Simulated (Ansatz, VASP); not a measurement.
# Cross-check of Bi (Bismuth) between VASP and Ansatz

Wanted: the spread between two codes on one cell, functional and k mesh. The cell is taken from a series of runs on this material, whose earlier steps may have relaxed, scaled, displaced or heated it; both programs get it as it stands.

Program: Ansatz 0.2.0. Level of theory: plane waves, with VASP 6.6.1 beside it; zone-centre phonons at PBEsol. Results are calculated unless marked as measured.

### 1. Starting point

Symmetry: R-3m, No. 166, trigonal system. The conventional cell has a = 4.480 Å, b = 4.480 Å, c = 11.797 Å, α = 90.00°, β = 90.00°, γ = 120.00°. Nearest to Bi lie 3 Bi at 3.07 Å.

As a file:

```xyz
2
Lattice="2.2401 1.2933 3.9323 -2.2401 1.2933 3.9323 0.0000 -2.5867 3.9323" Properties=species:S:1:pos:R:3 pbc="T T T"
Bi    0.0000    0.0000    2.7912
Bi    0.0000    0.0000    9.0056
```

### 2. VASP: zone-centre phonons, PBEsol

Second derivatives magnify differences that forces hide, and they need a tight electronic threshold.

Lines of VASP's logs that name or quote its potential files are left out, and so is its time.

The input, INCAR:

```
SYSTEM = Bi
PREC = Accurate
ENCUT = 500
EDIFF = 1E-08
NELM = 120
ISMEAR = 1
SIGMA = 0.2
LREAL = .FALSE.
ALGO = Normal
GGA = PS
NBANDS = 21
LORBIT = 11
LWAVE = .FALSE.
LCHARG = .FALSE.
ISIF = 2
IBRION = 8
LASPH = .TRUE.
GGA_COMPAT = .FALSE.
KPAR = 2
```

The input, POSCAR:

```
Bi
1.0
    2.2401434875      1.2933474455      3.9322869025
   -2.2401434875      1.2933474455      3.9322869025
    0.0000000000     -2.5866948910      3.9322869025
Bi
2
Direct
    0.2366065245      0.2366065245      0.2366065245
    0.7633934755      0.7633934755      0.7633934755
```

The input, KPOINTS:

```
Automatic mesh
0
Gamma
12 12 12
0 0 0
```

PAW data sets: Bi_d (PBE family, release 64).

Command:

```sh
$ mpirun -np 2 vasp_std
```

Numbers of over 12 decimals in the logs are rounded to 6 here.

The program printed:

```text
[banner, memory and clock lines left out]
running    2 mpi-ranks, on    1 nodes
 distrk:  each k-point on    1 cores,    2 groups
 distr:  one band on    1 cores,    1 groups

 POSCAR found type information on POSCAR Bi
 POSCAR found :  1 types and       2 ions
|                                                                             |
|               ----> ADVICE to this user running VASP <----                  |
|                                                                             |
|     You enforced a specific xc type in the INCAR file but a different       |
|     [... a line on the potential file left out ...]
|     I HOPE YOU KNOW WHAT YOU ARE DOING!                                     |
|                                                                             |

 LDA part: xc-table for (Slater+PW92), standard interpolation
 POSCAR, INCAR and KPOINTS ok, starting setup
 FFT: planning ... GRIDC
 FFT: planning ... GRID_SOFT
 FFT: planning ... GRID
 WAVECAR not read
 entering main loop
       N       E                     dE             d eps       ncg     rms          rms(c)
DAV:   1     0.299557735577E+03    0.29956E+03   -0.16058E+04  7961   0.169E+03
DAV:   2     0.162390402509E+02   -0.28332E+03   -0.27697E+03  8013   0.438E+02
DAV:   3    -0.775603079996E+01   -0.23995E+02   -0.23661E+02  9457   0.145E+02
DAV:   4    -0.858009431742E+01   -0.82406E+00   -0.82321E+00  9439   0.294E+01
DAV:   5    -0.861817978256E+01   -0.38085E-01   -0.38084E-01 11390   0.565E+00    0.107E+00
DAV:   6    -0.860638002952E+01    0.11800E-01   -0.20842E-02 10163   0.167E+00    0.623E-01
DAV:   7    -0.860165914919E+01    0.47209E-02   -0.13809E-02 10221   0.139E+00    0.119E-01
DAV:   8    -0.860162579915E+01    0.33350E-04   -0.15515E-03  9129   0.491E-01    0.169E-02
DAV:   9    -0.860163276558E+01   -0.69664E-05   -0.67192E-05 12083   0.727E-02    0.832E-03
DAV:  10    -0.860163212056E+01    0.64502E-06   -0.27376E-06  9490   0.118E-02    0.173E-03
DAV:  11    -0.860163222450E+01   -0.10394E-06   -0.28112E-07 10290   0.387E-03    0.723E-04
DAV:  12    -0.860163217772E+01    0.46780E-07   -0.46816E-08  7793   0.183E-03    0.198E-04
DAV:  13    -0.860163221088E+01   -0.33153E-07   -0.69723E-09  5499   0.962E-04    0.712E-05
DAV:  14    -0.860163221786E+01   -0.69826E-08   -0.14497E-09  5154   0.449E-04
   1 F= -.86016322E+01 E0= -.86021145E+01  d E =0.144691E-02
 Linear response reoptimize wavefunctions to high precision
DAV:   1    -0.860163222109E+01   -0.32278E-08   -0.65068E-10  5274   0.337E-04
DAV:   2    -0.860163222112E+01   -0.32742E-10   -0.23020E-10  4889   0.163E-04
 Linear response DOF=           2
 Linear response progress:
  Degree of freedom:   1/  2
       N       E                     dE             d eps       ncg     rms          rms(c)
RMM:   1    -0.328504147395E+00   -0.32850E+00    0.22850E-01 48372   0.843E+00
RMM:   2    -0.337089297620E+00   -0.85852E-02   -0.20199E-02 62344   0.118E+00    0.428E-02
RMM:   3    -0.337305411936E+00   -0.21611E-03   -0.16881E-03 66855   0.330E-01    0.246E-02
RMM:   4    -0.337190539471E+00    0.11487E-03   -0.13660E-04 68952   0.102E-01    0.574E-03
RMM:   5    -0.337196755011E+00   -0.62155E-05   -0.17820E-05 65042   0.326E-02    0.237E-03
RMM:   6    -0.337203764048E+00   -0.70090E-05   -0.24293E-06 67895   0.146E-02    0.955E-04
RMM:   7    -0.337203507375E+00    0.25667E-06    0.91909E-07 67806   0.467E-03    0.335E-04
RMM:   8    -0.337198966381E+00    0.45410E-05    0.73704E-07 68978   0.167E-03    0.988E-05
RMM:   9    -0.337197437423E+00    0.15290E-05    0.89773E-08 70179   0.706E-04    0.273E-05
RMM:  10    -0.337197294955E+00    0.14247E-06    0.25437E-07 71861   0.328E-04    0.142E-05
RMM:  11    -0.337197182112E+00    0.11284E-06    0.75088E-08 71633   0.185E-04    0.883E-06
RMM:  12    -0.337196919344E+00    0.26277E-06    0.63445E-08 69105   0.111E-04    0.187E-06
RMM:  13    -0.337196955421E+00   -0.36078E-07    0.13915E-08 71830   0.739E-05    0.250E-06
RMM:  14    -0.337196881077E+00    0.74344E-07    0.21601E-08 69559   0.589E-05    0.606E-07
RMM:  15    -0.337196864924E+00    0.16153E-07    0.76101E-09 74788   0.514E-05    0.234E-07
RMM:  16    -0.337196864505E+00    0.41873E-09    0.30529E-09 58480   0.476E-05    0.269E-07
 first order change of Fermi-energy  -0.16163E-04
 force on displaced ion       1 direction 1 :  -1.961  -0.000   0.000
 Linear response progress:
  Degree of freedom:   2/  2
       N       E                     dE             d eps       ncg     rms          rms(c)
RMM:   1    -0.330122712764E+00   -0.33012E+00    0.24079E-01 10526   0.847E+00
RMM:   2    -0.338647419464E+00   -0.85247E-02   -0.19502E-02 13589   0.117E+00    0.400E-02
RMM:   3    -0.338762748961E+00   -0.11533E-03   -0.15799E-03 14607   0.322E-01    0.225E-02
RMM:   4    -0.338579023698E+00    0.18373E-03   -0.13737E-04 14816   0.105E-01    0.575E-03
RMM:   5    -0.338589231651E+00   -0.10208E-04   -0.16917E-05 15026   0.318E-02    0.328E-03
RMM:   6    -0.338601391541E+00   -0.12160E-04   -0.28894E-06 13887   0.143E-02    0.824E-04
RMM:   7    -0.338602249458E+00   -0.85792E-06   -0.38764E-07 14738   0.479E-03    0.561E-04
RMM:   8    -0.338600031410E+00    0.22180E-05   -0.36730E-08 12876   0.178E-03    0.874E-05
RMM:   9    -0.338599552188E+00    0.47922E-06   -0.21573E-08 15471   0.829E-04    0.518E-05
RMM:  10    -0.338599358076E+00    0.19411E-06   -0.13902E-08 14850   0.311E-04    0.324E-05
RMM:  11    -0.338599207641E+00    0.15043E-06   -0.14202E-08 14464   0.170E-04    0.787E-06
RMM:  12    -0.338599249656E+00   -0.42016E-07   -0.11871E-08 15620   0.102E-04    0.291E-06
RMM:  13    -0.338599254148E+00   -0.44919E-08   -0.98670E-10 15829   0.670E-05    0.111E-06
 first order change of Fermi-energy   0.22203E+00
 force on displaced ion       1 direction 3 :   0.000  -0.000  -3.989
 Linear response finished
```

Parts of OUTCAR (step 2):

```text
ion  position               nearest neighbor table
   1  0.237  0.237  0.237-   2 3.07   2 3.07   2 3.07   2 3.45   2 3.45   2 3.45
   2  0.763  0.763  0.763-   1 3.07   1 3.07   1 3.07   1 3.45   1 3.45   1 3.45

  LATTYP: Found a trigonal (rhomboedric) cell.
 ALAT       =     4.7067898554
 COS(alpha) =     0.5469646905

 Subroutine GETGRP returns: Found 12 space group operations
 (whereof 12 operations were pure point group operations)

The static configuration has the point symmetry D_3d.

 Found    189 irreducible k-points:

   k-points           NKPTS =    189   k-points in BZ     NKDIM =    189   number of bands    NBANDS=     21

   dimension x,y,z NGX =    36 NGY =   36 NGZ =   36
   dimension x,y,z NGXF=    72 NGYF=   72 NGZF=   72

   ENCUT  =  500.0 eV  36.75 Ry    6.06 a.u.   8.58  8.58  8.58*2*pi/ulx,y,z

   NELECT =      30.0000    total number of electrons

 k-points in reciprocal lattice and weights: Automatic mesh
   0.00000000  0.00000000  0.00000000       0.001
   0.08333333 -0.00000000  0.00000000       0.003
   0.16666667 -0.00000000  0.00000000       0.003
   0.25000000  0.00000000  0.00000000       0.003
   0.33333333  0.00000000  0.00000000       0.003
   0.41666667 -0.00000000  0.00000000       0.003
   0.50000000  0.00000000  0.00000000       0.002
   0.08333333  0.08333333  0.00000000       0.003
   0.16666667  0.08333333  0.00000000       0.007
[...]
-0.41666667  0.50000000  0.41666667       0.003
   0.50000000  0.50000000  0.50000000       0.001

 average (electrostatic) potential at core
       1-104.0475       2-104.0475

  Total        0.2903740      0.2903740     -0.0277988      0.0000000      0.0000000      0.0000000
  in kB        6.8058251      6.8058251     -0.6515521      0.0000000      0.0000000      0.0000000
  external PRESSURE =       4.3200327 kB  Pullay stress =       0.0000000 kB

  energy-cutoff  :      500.00
  volume of cell :       68.36
      direct lattice vectors                 reciprocal lattice vectors
     2.240143488  1.293347446  3.932286903     0.223199988  0.128864573  0.084768315
    -2.240143488  1.293347446  3.932286903    -0.223199988  0.128864573  0.084768315
     0.000000000 -2.586694891  3.932286903     0.000000000 -0.257729147  0.084768315

 POSITION                                       TOTAL-FORCE (eV/Angst)
 -----------------------------------------------------------------------------------
      0.00000      0.00000      2.79121         0.000000     -0.000000      0.002808
      0.00000      0.00000      9.00565         0.000000      0.000000     -0.002808
 -----------------------------------------------------------------------------------
    total drift:                                0.000000      0.000000     -0.000000

 Eigenvectors and eigenvalues of the dynamical matrix
 ----------------------------------------------------

   1 f  =    3.054656 THz    19.192972 2PiTHz  101.892370 cm-1    12.633038 meV
             X         Y         Z           dx          dy          dz
      0.000000  0.000000  2.791214     0.000000   -0.000000    0.707107
      0.000000  0.000000  9.005646    -0.000000    0.000000   -0.707107

   2 f  =    2.141904 THz    13.457981 2PiTHz   71.446234 cm-1     8.858200 meV
             X         Y         Z           dx          dy          dz
      0.000000  0.000000  2.791214     0.707107    0.000000    0.000000
      0.000000  0.000000  9.005646    -0.707107    0.000000    0.000000

   3 f  =    2.141904 THz    13.457981 2PiTHz   71.446234 cm-1     8.858200 meV
             X         Y         Z           dx          dy          dz
      0.000000  0.000000  2.791214     0.000000   -0.707107    0.000000
      0.000000  0.000000  9.005646    -0.000000    0.707107    0.000000

   4 f  =    0.000000 THz     0.000000 2PiTHz    0.000001 cm-1     0.000000 meV
             X         Y         Z           dx          dy          dz
      0.000000  0.000000  2.791214     0.259514   -0.591870   -0.286954
      0.000000  0.000000  9.005646     0.259514   -0.591870   -0.286954

   5 f/i=    0.000000 THz     0.000000 2PiTHz    0.000001 cm-1     0.000000 meV
             X         Y         Z           dx          dy          dz
      0.000000  0.000000  2.791214    -0.653685   -0.197769   -0.183258
      0.000000  0.000000  9.005646    -0.653685   -0.197769   -0.183258

   6 f/i=    0.000000 THz     0.000000 2PiTHz    0.000002 cm-1     0.000000 meV
             X         Y         Z           dx          dy          dz
      0.000000  0.000000  2.791214     0.073135    0.332531   -0.619737
      0.000000  0.000000  9.005646     0.073135    0.332531   -0.619737

 ELASTIC MODULI CONTR FROM IONIC RELAXATION (kBar)
 Direction    XX          YY          ZZ          XY          YZ          ZX
 --------------------------------------------------------------------------------
 XX        -162.0611     34.1854   -115.2515     -0.0000    191.3830      0.0000
 YY          34.1854   -162.0611   -115.2515      0.0000   -191.3830     -0.0000
 ZZ        -115.2515   -115.2515   -207.7472      0.0000      0.0000     -0.0000
 XY          -0.0000      0.0000      0.0000    -98.1233      0.0000    189.1352
 YZ         191.3830   -191.3830      0.0000      0.0000   -373.2802     -0.0000
 ZX           0.0000     -0.0000     -0.0000    189.1352     -0.0000   -364.5633
 --------------------------------------------------------------------------------
```

### 3. Ansatz: zone-centre phonons, PBEsol

Ansatz runs on its PAW soft_1 files.

The same cell, functional, mesh and smearing now go to Ansatz, which takes its cutoff from its data sets.

The input, input.yaml:

```yaml
crystal:
  lattice:
    - [2.2401434875, 1.2933474455, 3.9322869025]
    - [-2.2401434875, 1.2933474455, 3.9322869025]
    - [0.0, -2.586694891, 3.9322869025]
  atoms:
    - { symbol: Bi, position: [0.2366065245, 0.2366065245, 0.2366065245] }
    - { symbol: Bi, position: [0.7633934755, 0.7633934755, 0.7633934755] }
kpoints:
  mp_grid: { grid: [12, 12, 12] }
hamiltonian:
  xc: pbesol
  pseudopotentials: { kind: paw, azcp: { folder: soft_1 }, xc_functional: pbe }
scf:
  occupations: { method: methfessel_paxton, width: 0.2 }
output:
  eigenvalues: true
phonons:
  method: dfpt
```

Command:

```sh
$ ansatz run input.yaml --threads 4 --pin off --max-ram 10240MiB --backend cpu --events-out ev --progress --plain --runs-dir out
```

The program printed:

```text
Engine: ansatz 0.2.0, aarch64-unknown-linux-gnu
Pseudopotentials: kind: paw
Pseudopotential: Bi, paw, valence charge 15, recommended cutoff 420 eV (normal), soft_1/Bi.paw.azcp
Functional definition: PBEsol
  exchange = pbesol_x
  correlation = pbesol_c
Crystal: 2 atoms, lattice volume = 68.358 Å³
Basis set: ecut = 420 eV, 1321 PW (Γ), exchange–correlation on 64×64×64 points (8 copies of the dense FFT grid, shifted against one another)
Bands: 19, of which v1, the nominal top of the filled ones, is band 15 counted from 1 (14 counted from 0)
Symmetry: 12 space group operations
k-points: 476 of 1728 (irreducible under 2 space group operations, time reversal used)
Non-local potential: Bi, projectors of the file, l = 0: 2, l = 1: 2, l = 2: 2, l = 3: 1
PAW form: soft (Blöchl's): semilocal exchange-correlation on the pseudo side does not see the compensation charge
PAW frozen core: Bi, regenerated for the run's functional, and the local potential with it (the file was generated under x = pbe(κ = 0.804, μ = 0.219515), c = pbe(β = 0.066725))
PAW one-centre angular grid: Bi, 590 points (default); XC on 64 Gauss nodes
Initial density: superposition of atomic densities (chi_scale 0.1, normalization cell)
Initial wavefunctions: pseudopotential atomic-orbital guess
Functional: x = pbesol(κ = 0.804, μ = 0.123457), c = pbesol(β = 0.046)
SCF iter   1: F=—  HF=-24488.941785 eV  |F-HF|=—  |Δ(HF+E_count)|=         —  Δρ=1.14e-2  dr2=7.51e-2  ethr=3.10e-3  ⟨swp⟩=5.5  Hψ=43853  notcnv=0
preconditioner: auto → Kerker (q_TF=auto, 2.378 Å⁻¹)  [metal: Δε(μ)=0.033 eV  Ē_g=20.244 eV  σ=0.200 eV  W_gap=0.14  n_scr=14 (ndim 8)  ℏωp=24.6 eV  f_vac=0.000  D(μ)=0.24/eV (n_scr^D=0)]
SCF iter   2: F=—  HF=-24488.932566 eV  |F-HF|=—  |Δ(HF+E_count)|=   9.22e-3  S|Δr|=    0.00e0  Δρ=7.32e-3  dr2=3.28e-2  ethr=2.50e-4  ⟨swp⟩=1.0  Hψ=12852  notcnv=0
SCF iter   3: F=—  HF=-24488.928293 eV  |F-HF|=—  |Δ(HF+E_count)|=   4.27e-3  S|Δr|=    0.00e0  Δρ=8.84e-4  dr2=8.21e-4  ethr=1.09e-4  ⟨swp⟩=2.0  Hψ=16199  notcnv=0
SCF iter   4: F=—  HF=-24488.928236 eV  |F-HF|=—  |Δ(HF+E_count)|=   5.73e-5  S|Δr|=    0.00e0  Δρ=3.66e-4  dr2=1.15e-4  ethr=2.74e-6  ⟨swp⟩=2.0  Hψ=16190  notcnv=0
SCF iter   5: F=—  HF=-24488.928222 eV  |F-HF|=—  |Δ(HF+E_count)|=   1.38e-5  S|Δr|=    0.00e0  Δρ=1.39e-4  dr2=2.33e-5  ethr=3.82e-7  ⟨swp⟩=2.0  Hψ=15262  notcnv=0
SCF iter   6: F=—  HF=-24488.928215 eV  |F-HF|=—  |Δ(HF+E_count)|=   7.76e-6  S|Δr|=    0.00e0  Δρ=2.72e-5  dr2=8.64e-7  ethr=7.78e-8  ⟨swp⟩=3.0  Hψ=16197  notcnv=0
SCF iter   7: F=—  HF=-24488.928217 eV  |F-HF|=—  |Δ(HF+E_count)|=   2.74e-6  S|Δr|=    0.00e0  Δρ=6.02e-6  dr2=5.09e-8  ethr=2.88e-9  ⟨swp⟩=2.0  Hψ=11430  notcnv=0
SCF iter   8: F=—  HF=-24488.928217 eV  |F-HF|=—  |Δ(HF+E_count)|=  7.97e-10  S|Δr|=    0.00e0  Δρ=1.30e-6  dr2=2.15e-9  ethr=1.70e-10  ⟨swp⟩=2.2  Hψ=12490  notcnv=0
SCF iter   9: F=—  HF=-24488.928217 eV  |F-HF|=—  |Δ(HF+E_count)|=  2.44e-10  S|Δr|=    0.00e0  Δρ=3.01e-7  dr2=1.41e-10  ethr=7.15e-12  ⟨swp⟩=2.8  Hψ=15646  notcnv=0
SCF iter  10: F=—  HF=-24488.928217 eV  |F-HF|=—  |Δ(HF+E_count)|=  1.09e-11  S|Δr|=    0.00e0  Δρ=1.03e-7  dr2=1.82e-11  ethr=1.00e-12  ⟨swp⟩=1.0  Hψ=9044  notcnv=0
SCF iter  11: F=-24488.928217 eV  HF=-24488.928217 eV  |F-HF|=7.28e-12  |Δ(HF+E_count)|=  3.64e-12  S|Δr|=    0.00e0  Δρ=3.84e-8  dr2=1.81e-12  ethr=1.00e-12  ⟨swp⟩=5.1  Hψ=34889  notcnv=0
SCF 1 converged in 11 iterations: F = -24488.928217 eV  dr2 = 1.81e-12
  greatest PAW one-centre occupation: 0.988 electrons in one spin orbital (limit 2), on the Bi atom at site 1 (counted from 0), in its partial waves of l = 2
DFPT response loops at Γ: preconditioner auto → Kerker (q_TF=auto, 2.378 Å⁻¹) (partly filled bands, converged f_vac=0.000); β = 1.00, the filter's whole step (`scf.mixing.beta` (0.50) is not read by the response loops under this deck's `scf.mixing.preconditioner`; to damp them name `kerker` or `kerker_dos`, under which they read `scf.mixing.beta`, and type it under 1.00, their step now; both keys bind the ground state too); Broyden in place of MSR1
SCF converged after 11 iterations
Stability not checked: this state was not tested for a lower state beside it, because cold or Methfessel-Paxton smearing, or corrected tetrahedra, fill the levels in a way that the test cannot read (fill_not_monotonic; see scf.lower_state_search)
Free energy (F): -24488.928217 eV
Harris-Foulkes:  -24488.928217 eV  (|F-HF|=7.28e-12)
Internal energy: -24488.929648 eV  (E = F + TS)
E sigma→0 (E₀):  -24488.928575 eV
Entropy (-TS):   0.001430 eV (0.715 meV/atom)
Fermi energy:    10.019392 eV
--- Per-component energies (eV) ---
  E_band       = -209.013881
  E_kinetic    = 509.125616
  E_local      = -2668.453278  (includes V_loc(G=0)·N_el)
  E_nonlocal   = 820.651811
  E_hartree    = 991.664296
  E_xc         = -300.751587
  E_vxc        = -261.826797  (∫ρ·V_xc dr)
  E_paw        = -21019.244352  (= ΣΔE_a)
  E_vpaw       = -591.840251  (= ΣTr[D̂ρ^β])
  E_aug_tail   = 0.000416  (compensation charges beyond the density's cutoff)
  E_ewald      = -2822.102157
  E_core_change = 0.179589  (= ΣΔE_core)
  E_smearing   = 0.001430  (= −TS)
  E_closure    = -0.000000  (closes the sum)
  Σ components = -24488.928217   (vs F -24488.928217, Δ=0.00e0)
--- Band table (eV; the first three rows and the last of 476) ---
  k-point 0: bands = [... 11 lower, 2.6108, 8.3254, 8.8356, 8.8356, 12.7488, 13.0518, 13.0518, 15.4310]
  k-point 1: bands = [... 11 lower, 2.4481, 8.3698, 8.8280, 8.8328, 12.6003, 12.7052, 12.8618, 15.2274]
  k-point 2: bands = [... 11 lower, 2.0000, 8.4648, 8.8315, 8.8388, 11.8846, 12.2943, 12.3930, 14.9783]
  k-point 475: bands = [... 11 lower, -0.1770, 9.2639, 9.5414, 9.5414, 10.6333, 10.6333, 10.6871, 17.1281]
--- Phonons (Γ-DFPT): 2 representative perturbations + reference, on 476 of 1728 k-points (Σ response iterations 6) ---
  k mesh reduced under 2 symmetry operations, with k and −k counted as one. Each operation leaves every solved perturbation unchanged. A smaller set is not used because it would not reduce the number of displacements times k-points to solve
  ASR residual: 1.067e-5 → 0.000e0 eV/Å²; symmetrization residual: 3.400e-5 eV/Å²
  ASR residual per site (eV/Å²): 1.07e-5 1.07e-5
  Γ frequencies (cm⁻¹): 0.00 0.00 0.00 71.11 71.11 101.70
  non-analytic LO–TO correction: not included (Born effective charges unavailable; polar crystals: no LO–TO splitting at Γ)
```

### 4. Differences

Known differences besides the potentials themselves: the cutoff is 420 eV in Ansatz and 500 eV in VASP; Ansatz makes its cores anew for this functional, VASP keeps those of its PBE data sets. Total energies have different zeros and are not compared.

Both answers:

| quantity | Ansatz | VASP | difference |
| --- | --- | --- | --- |
| optical mode 1 to 2 (cm⁻¹) | 71.1 | 71.4 | -0.47 % |
| optical mode 3 (cm⁻¹) | 101.7 | 101.9 | -0.19 % |

Modes are paired by rising frequency, not by their patterns, so a pair may set unlike modes beside each other; they are those without the splitting of longitudinal modes.

### 5. What came out

- r.m.s. difference of the optical zone-centre modes, each program's sorted by frequency (zone-centre phonons, PBEsol): 0.30 cm⁻¹

The r.m.s. difference of the optical zone-centre modes, each program's sorted by frequency is 0.30 cm⁻¹ (zone-centre phonons, PBEsol). How closely two codes agree says nothing of how well the functional describes the real material.

[Lines on the potential files, build, host, timing and source positions are cut from VASP's logs without a mark.]

[Logs are printed without paths, hosts, clocks, repeated set-up lines and the standing remarks that a program may print on its own settings, such as how far it seeks lower states.]

[Hosts, paths, dates, database ids (printed as entryN), source tags and the programs' standing remarks are cut or masked in the printed files.]
